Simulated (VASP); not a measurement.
A convergence study with VASP on Be (space group no. 194 when undisturbed): a few settings are varied, all else stays as given below, so the limit is that of these other settings. One atom is moved off its site, so that forces are finite.

```
Be
1.0
    1.13928    -1.97328     0.00000
    1.13928     1.97328     0.00000
    0.00000     0.00000     3.56210
Be
2
Direct
  0.33333   0.66667   0.26404
  0.66667   0.33333   0.75000
```

Level of theory: PBE GGA, VASP's PBE PAW potentials (set 64) (plane waves; VASP). The last row used: 300 eV cut-off, 21×21×12 Γ-centred mesh shifted by (0.5, 0.5, 0.5), Fermi-Dirac smearing of 0.10 eV, potentials Be.

```tsv
setting	E (eV/atom)	pressure (GPa)	largest force (eV/Å)	irreducible k-points
3×3×2 mesh	-3.9357	-3.74	0.388	6
4×4×2 mesh	-3.9035	-2.48	0.380	10
4×4×3 mesh	-3.8101	-1.33	0.382	16
5×5×3 mesh	-3.7632	-0.91	0.405	24
6×6×3 mesh	-3.8068	-1.35	0.400	33
6×6×4 mesh	-3.7779	-1.16	0.402	42
7×7×4 mesh	-3.7745	-1.09	0.394	56
8×8×5 mesh	-3.7570	-0.88	0.394	92
9×9×5 mesh	-3.7591	-0.98	0.400	115
10×10×6 mesh	-3.7643	-1.01	0.393	165
12×12×7 mesh	-3.7566	-0.95	0.397	276
13×13×7 mesh	-3.7611	-1.03	0.398	322
14×14×8 mesh	-3.7612	-1.01	0.395	420
16×16×9 mesh	-3.7587	-1.01	0.397	616
17×17×10 mesh	-3.7611	-1.02	0.396	765
19×19×11 mesh	-3.7591	-1.00	0.397	1050
21×21×12 mesh	-3.7603	-1.01	0.396	1386
```

Left out are rungs that failed or repeat a setting and relaxations that didn't move; long series are thinned to 24 rows.

The structure is a typed Be crystal (space group no. 194). The cell was not relaxed at this level, it is distorted from the ideal structure.
